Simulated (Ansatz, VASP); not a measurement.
# Al36Ga12N47 (V_N hop (3.1 A)): VASP beside Ansatz, part 2 of 2

One calculation is typed for both programs; each brings its own data sets. How far apart do they land? Of the first pair: The structure shown is the start of the Ansatz relaxation below; VASP solves that cell, so the two are compared at the walk's first step.

VASP 6.6.1 and Ansatz 0.2.0.

So far. Step 3 (VASP: single point, PBEsol, start cell, pair 1): The run ends at a pressure of 0.08 GPa, with forces up to 1.6 eV/Å.

### 6. VASP: single point, PBEsol, relaxed cell, pair 2

Level of this step: PBEsol, spin-polarised from a ferromagnetic start; plane waves and PAW (Al, Ga_d, N) (VASP).

The same cell, functional and mesh now go to VASP, with its own data sets.

INCAR

```
SYSTEM = Al36Ga12N47
PREC = Accurate
ENCUT = 520
EDIFF = 1E-06
NELM = 200
ISMEAR = 0
SIGMA = 0.01
LREAL = Auto
ALGO = Normal
GGA = PS
NBANDS = 320
ISPIN = 2
MAGMOM = 0 0 0 0 0 0 0 0 0 0 0 0 0 0 0 0 0 0 0 0 0 0 0 0 0 0 0 0 0.02 0 -0 -0 0 0 0.01 0.02 0 0 0 0 0 0 0 -0 0 0 0 0.05 0 0 0 0 0 0 0 0 0 0 0 0 0 0 0.03 0 0 0 0 0 -0 0 0 0.03 0 0 0 0 0.01 0 0 0 0 -0 0 0 0.01 0.01 0 0 0 0 0 0.01 -0 0.06 0.02
LORBIT = 11
LWAVE = .FALSE.
LCHARG = .FALSE.
ISIF = 2
ISYM = 0
NUPDOWN = 1
LASPH = .TRUE.
GGA_COMPAT = .FALSE.
NCORE = 2
```

POSCAR

```
Al36Ga12N47
1.0
   10.0869230300      0.0000000000      0.0002529100
    0.0000000000      9.3901587300      0.0000000000
   -0.0064480300      0.0000000000     10.8360210300
Al Ga N
36 12 47
Direct
    0.2501900000      0.1665000000      0.0833800000
    0.9999992220      0.1669900000      0.4173300000
[... 7 atom lines left out ...]
    0.2477200000      0.4988300000      0.5827700000
[... 5 atom lines left out ...]
    0.2484100000      0.8336400000      0.5827500000
[... 1 atom line left out ...]
    0.9993400000      0.6671200000      0.6673800000
[... 3 atom lines left out ...]
    0.7496400000      0.1669000000      0.5838900000
    0.5008900000      0.1660600000      0.9176800000
    0.5004200000      0.9988600000      0.6655400000
    0.7494300000      0.5022300000      0.0819100000
    0.4998500000      0.4995900000      0.4165900000
[... 1 atom line left out ...]
    0.7502500000      0.5007700000      0.5849000000
    0.4953900000      0.4991000000      0.9111800000
    0.4997100000      0.3327700000      0.6656900000
[... 1 atom line left out ...]
    0.5000100000      0.8317300000      0.4186300000
    0.5005100000      0.6664900000      0.1650800000
    0.7491700000      0.8322300000      0.5860700000
    0.5087200000      0.8316800000      0.9165000000
    0.4953600000      0.6597400000      0.6679400000
[... 3 atom lines left out ...]
    0.2476700000      0.3315900000      0.8325100000
[... 1 atom line left out ...]
    0.2510000000      0.6649300000      0.8322000000
[... 1 atom line left out ...]
    0.7517200000      0.0019000000      0.8337000000
[... 1 atom line left out ...]
    0.7504600000      0.3359200000      0.8332900000
    0.7494400000      0.6670500000      0.3334500000
    0.7404100000      0.6772200000      0.8378900000
[... 7 atom lines left out ...]
    0.3118200000      0.9994470000      0.6623600000
[... 2 atom lines left out ...]
    0.3119100000      0.4995200000      0.4198300000
[... 3 atom lines left out ...]
    0.3086500000      0.4975300000      0.9209100000
    0.3106600000      0.3329000000      0.6628800000
[... 2 atom lines left out ...]
    0.3122500000      0.8332400000      0.4198100000
[... 3 atom lines left out ...]
    0.3190800000      0.8304100000      0.9187800000
    0.3075200000      0.6662700000      0.6608500000
[... 4 atom lines left out ...]
    0.5570300000      0.9999416000      0.8324000000
    0.5605900000      0.1658200000      0.5830900000
[... 1 atom line left out ...]
    0.8115300000      0.0004030000      0.6634400000
    0.5550600000      0.3335700000      0.3315500000
    0.5597900000      0.5019700000      0.0784400000
    0.8118000000      0.5006200000      0.4206600000
[... 1 atom line left out ...]
    0.5563500000      0.3320100000      0.8324800000
    0.8109300000      0.5045100000      0.9186100000
    0.8109000000      0.3333300000      0.6631900000
    0.5552200000      0.6661100000      0.3326200000
    0.5627800000      0.8332700000      0.0839900000
    0.8111500000      0.8334900000      0.4216500000
[... 1 atom line left out ...]
    0.5613900000      0.4983300000      0.5826900000
    0.5595200000      0.8288900000      0.5871200000
    0.8192800000      0.8408900000      0.9237800000
    0.8100900000      0.6667600000      0.6662200000
```

KPOINTS

```
Points of the shifted mesh
1
Reciprocal
 0.2500000000  0.2500000000  0.2500000000 1
```

Potentials, in the order of the species: Al, Ga_d and N (PBE family, release 64).

The run is started by

```bash
$ mpirun -np 8 vasp_std
```

Output:

```text
[banner, memory and clock lines left out]
running    8 mpi-ranks, on    1 nodes
[...]
[... a notice as in an earlier step ...]

 LDA part: xc-table for (Slater+PW92), standard interpolation
 POSCAR, INCAR and KPOINTS ok, starting setup
[...]
entering main loop
       N       E                     dE             d eps       ncg     rms          rms(c)
DAV:   1     0.705946400181E+04    0.70595E+04   -0.18094E+05  1280   0.196E+03
DAV:   2     0.129295907573E+04   -0.57665E+04   -0.53874E+04  1320   0.578E+02
DAV:   3    -0.574986360395E+03   -0.18679E+04   -0.17213E+04  1792   0.245E+02
DAV:   4    -0.797508775855E+03   -0.22252E+03   -0.21940E+03  1840   0.904E+01
[...]
DAV:  16    -0.706817772522E+03   -0.23468E-05   -0.43068E-05  2192   0.391E-02    0.735E-03
DAV:  17    -0.706817775797E+03   -0.32754E-05   -0.37582E-05  1440   0.217E-02    0.587E-03
DAV:  18    -0.706817776100E+03   -0.30222E-06   -0.41956E-06  1024   0.107E-02
   1 F= -.70681778E+03 E0= -.70681778E+03  d E =-.187044E-36  mag=     1.0000
```

OUTCAR, selected parts (step 6):

```text
  FREE ENERGIE OF THE ION-ELECTRON SYSTEM (eV)
  ---------------------------------------------------
  free  energy   TOTEN  =      -706.8177760996 eV

  energy  without entropy=     -706.8177760996  energy(sigma->0) =     -706.81777610

 magnetization (x)
# of ion       s       p       d       tot
------------------------------------------
    1        0.000   0.000   0.000   0.000
    2        0.000   0.000   0.000   0.000
    3       -0.000   0.000   0.000  -0.000
    4        0.000   0.000   0.000   0.000
    5        0.000   0.000   0.000   0.000
    6        0.000   0.000   0.000   0.000
    7        0.001   0.002   0.000   0.003
    8        0.000   0.000   0.000   0.000
    9        0.000   0.000   0.000   0.000
   10        0.000   0.001   0.000   0.001
   11        0.000   0.001   0.000   0.001
   12        0.000   0.000   0.000   0.000
   13        0.000   0.000   0.000   0.001
[...]
--------------------------------------------------
tot          0.153   0.288   0.010   0.451
```

The run ends at a pressure of -0.17 GPa, with forces up to 0.021 eV/Å.

### 7. Side by side

What differs besides the data sets and the points named for the pairs above, as far as they apply: site moments are counted in spheres of each program's own size. Total energies have different zeros and are not compared.

Compared:

| quantity | Ansatz | VASP | difference |
| --- | --- | --- | --- |
| total moment, fixed by the input (μB) | 1.00 | 1.00 | 0.00 |
| moment on Ga48 (μB) | 0.05 | 0.14 | -0.09 |
| moment on N94 (μB) | 0.06 | 0.06 | 0.00 |

At this near-relaxed geometry the largest component of a force difference is 15 meV/Å.

### 8. Summary of results

```
r.m.s. force difference (single point, PBEsol, start cell, pair 1)        : 3.0 % of the r.m.s. force
difference in moment on Ga48 (single point, PBEsol, relaxed cell, pair 2) : -0.088 μB
```

The r.m.s. force difference is 3.0 % of the r.m.s. force (single point, PBEsol, start cell, pair 1), at about the 3 % picked in this series as the mark of a large difference. Such differences can come from data sets, numerical settings and the points named under the comparisons, not from the functional's error against experiment.

[Lines on the potential files, build, host, timing and source positions are cut from VASP's logs without a mark.]

[Logs are printed without paths, hosts, clocks, repeated set-up lines and the standing remarks that a program may print on its own settings, such as how far it seeks lower states.]

[Hosts, paths, dates, database ids (printed as entryN), source tags and the programs' standing remarks are cut or masked in the printed files.]
